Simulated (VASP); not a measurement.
The input files of a VASP run:

**POSCAR**
```
PbO2
1
    4.9696688121     0.0000000000     0.0000000000
    0.0000000000     4.9696688121     0.0000000000
    0.0000000000     0.0000000000     3.3774512108
Pb O
2 4
Direct
  1.0000000000   0.0000000000   0.0000000000
  0.5000000000   0.5000000000   0.5000000000
  0.3079910118   0.3079910118   0.0000000000
  0.8079910118   0.1920089882   0.5000000000
  0.1920089882   0.8079910118   0.5000000000
  0.6920089882   0.6920089882   0.0000000000
```

### INCAR
```
SYSTEM = PbO2
PREC = Accurate
ENCUT = 520
EDIFF = 1E-7
NELM = 100
ALGO = Normal
LREAL = .FALSE.
LASPH = .TRUE.
ISMEAR = 0
SIGMA = 0.05
GGA = 91
LMAXMIX = 4
LWAVE = .FALSE.
LCHARG = .FALSE.
ISIF = 4
IBRION = 2
NSW = 30
EDIFFG = -0.01
```

**KPOINTS**
```
Automatic mesh
0
Gamma
5 5 7
0 0 0
```

POTCAR, in this order: Pb_d O (PBE.64 set). Program: vasp_std.

Translate this PW91 calculation to Quantum ESPRESSO's pw.x.

One equivalent input (not run):
```
&CONTROL
  calculation = 'vc-relax'
  pseudo_dir = './pseudo'
  outdir = './out'
  tprnfor = .true.
  tstress = .true.
  nstep = 30
  forc_conv_thr = 0.00039
/
&SYSTEM
  ibrav = 0
  nat = 6
  ntyp = 2
  ecutwfc = 84
  occupations = 'smearing'
  smearing = 'gaussian'
  degauss = 0.003675
  input_dft = 'pw91'
/
&ELECTRONS
  conv_thr = 7.3e-09
  electron_maxstep = 100
/
&IONS
/
&CELL
  cell_dofree = 'shape'
/
ATOMIC_SPECIES
  Pb 207.200 Pb.upf
  O 15.999 O.upf
CELL_PARAMETERS angstrom
     4.9696688    0.0000000    0.0000000
     0.0000000    4.9696688    0.0000000
     0.0000000    0.0000000    3.3774512
ATOMIC_POSITIONS crystal
  Pb   1.0000000  0.0000000  0.0000000
  Pb   0.5000000  0.5000000  0.5000000
  O    0.3079910  0.3079910  0.0000000
  O    0.8079910  0.1920090  0.5000000
  O    0.1920090  0.8079910  0.5000000
  O    0.6920090  0.6920090  0.0000000
K_POINTS automatic
  5 5 7 0 0 0
```
What does not carry over: the potentials are each code's own (VASP's PAW set, PseudoDojo norm-conserving files in pw.x), so ENCUT and ecutwfc are chosen apart and not converted; conv_thr bounds pw.x's estimated SCF error, while EDIFF bounds the energy change between steps; forc_conv_thr acts on force components and is met together with etot_conv_thr.

The compound is PbO2 in the rutile structure. This cell is one point of a volume scan, at 0.94 of the reference volume. Symmetry was kept, so distortions that lower it aren't found.
